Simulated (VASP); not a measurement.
```
CELL_PARAMETERS angstrom
      0.00000     3.50736     3.50736
      3.50736     0.00000     3.50736
      3.50736     3.50736     0.00000
ATOMIC_POSITIONS crystal
  K  0.00000 0.00000 0.00000
  I  0.50000 0.50000 0.50000
```

These are PBE GGA with D3 dispersion (Becke-Johnson damping), VASP's PBE PAW potentials (set 64) (plane waves; VASP) values and carry that method's errors. Run with 520 eV cut-off, Gaussian smearing of 0.050 eV, potentials K_sv I.

Unless said otherwise, spin-orbit coupling is left out, though it shifts the bands of the heavy elements here.

Question: Give the energies of bands 6 to 11 at the high-symmetry points, in eV from the valence-band maximum.

Answer: 
```csv
band,Γ,X,U,L,W
6,0.00,-1.03,-0.89,-1.37,-0.75
7,0.00,-0.38,-0.78,-0.35,-0.75
8,0.00,-0.38,-0.40,-0.35,-0.62
9,4.01,4.90,5.60,5.54,6.47
10,6.49,5.82,6.70,7.77,6.47
11,6.49,8.12,7.67,8.19,6.69
```

The gap is direct, 4.01 eV, from the valence maximum at Γ to the conduction minimum at Γ.

Measured: gap 6.10 eV (computed value off by -2.09 eV), as given by Aguado et al., (1998), arXiv:cond-mat/9809176.

The compound is KI in the rock salt structure. It was relaxed first.
